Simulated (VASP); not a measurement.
Data:

```yaml
crystal:
  lattice:
    - [4.04767, 0.00000, 0.00000]
    - [0.00000, 4.04767, 0.00000]
    - [0.00000, 0.00000, 4.04767]
  atoms:
    - { symbol: Tl, position: [0.00000, 0.00000, 0.00000] }
    - { symbol: Br, position: [0.50000, 0.50000, 0.50000] }
```

Computed with PBE GGA, VASP's PBE PAW potentials (set 64) (plane waves; VASP 6.6.1). Numerical set-up: 520 eV cut-off, Gaussian smearing of 0.050 eV, potentials Tl_d Br.

Unless said otherwise, spin-orbit coupling is left out, though it shifts the bands of the heavy elements here.

**Question.** Estimate the band gap (along the path) with the smallest direct gap where there is one.

**Answer.** 
```
Property                                Value
------------------------------------  -------
band gap (along the path)             1.99 eV
smallest direct gap (along the path)  1.99 eV
```

Only differences to runs with the same potentials and settings are physical.

The compound is TlBr in the CsCl type structure. It was relaxed first.
